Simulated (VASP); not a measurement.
VASP runs on MnS (rock salt, AFM-II order) share one base input (PBE GGA, plane waves, VASP's PBE PAW potentials (set 64)) and change the settings named in each case.

### INCAR
```
ALGO  =  Normal
EDIFF  =  1E-6
ENCUT  =  400
GGA  =  PE
ISIF  =  2
ISMEAR  =  0
ISPIN  =  2
LASPH  =  .TRUE.
LCHARG  =  .FALSE.
LMAXMIX  =  4
LORBIT  =  10
LREAL  =  .FALSE.
LWAVE  =  .FALSE.
MAGMOM  =  5.0 -5.0 2*0.0
NELM  =  100
PREC  =  Accurate
SIGMA  =  0.05
SYSTEM  =  MnS
```

File POSCAR:
```
MnS
1
    5.2200000000     2.6100000000     2.6100000000
    2.6100000000     5.2200000000     2.6100000000
    2.6100000000     2.6100000000     5.2200000000
Mn S
2 2
Direct
  0.0000000000   0.0000000000   0.0000000000
  0.5000000000   0.5000000000   0.5000000000
  0.2500000000   0.2500000000   0.2500000000
  0.7500000000   0.7500000000   0.7500000000
```

**KPOINTS**
```
Automatic mesh
0
Gamma
6 6 6
0 0 0
```

POTCAR, in this order: Mn_pv S (PBE.64 set). Program: vasp_std.

```csv
change,E(σ→0) (eV/atom),pressure (GPa),gap on the mesh (eV)
base run,-7.0981,-4.06,0.89
"LDAU = .TRUE., LDAUJ = 0 0, LDAUL = 2 -1, LDAUTYPE = 2, LDAUU = 1.0 0",-6.9251,-2.31,1.31
"LDAU = .TRUE., LDAUJ = 0 0, LDAUL = 2 -1, LDAUTYPE = 2, LDAUU = 2.0 0",-6.7700,-0.83,1.68
"LDAU = .TRUE., LDAUJ = 0 0, LDAUL = 2 -1, LDAUTYPE = 2, LDAUU = 3.0 0",-6.6296,0.47,2.01
"LDAU = .TRUE., LDAUJ = 0 0, LDAUL = 2 -1, LDAUTYPE = 2, LDAUU = 4.0 0",-6.5017,1.65,2.27
"LDAU = .TRUE., LDAUJ = 0 0, LDAUL = 2 -1, LDAUTYPE = 2, LDAUU = 5.0 0",-6.3847,2.65,2.39
"LDAU = .TRUE., LDAUJ = 0 0, LDAUL = 2 -1, LDAUTYPE = 2, LDAUU = 6.0 0",-6.2772,3.58,2.46
"LDAU = .TRUE., LDAUJ = 0 0, LDAUL = 2 -1, LDAUTYPE = 2, LDAUU = 8.0 0",-6.0867,5.12,2.57
"LDAU = .TRUE., LDAUJ = 0 0, LDAUL = 2 -1, LDAUTYPE = 2, LDAUU = 5.0 0, LMAXMIX = 2",-6.3847,2.69,2.39
```
 Energies of different potentials or functionals have different zeros.

Left out are runs that ran out of time, are held back, or changed the cell or the kind of run, fixed moments of cells without a moment, rows past the twelfth, gaps on odd meshes, pressures of charged cells and columns that move by less than the noise.

The compound is MnS in the rock salt, AFM-II order structure. The cell was not relaxed at this level. The spin order is the one that the start imposed; others were not tried in this run.
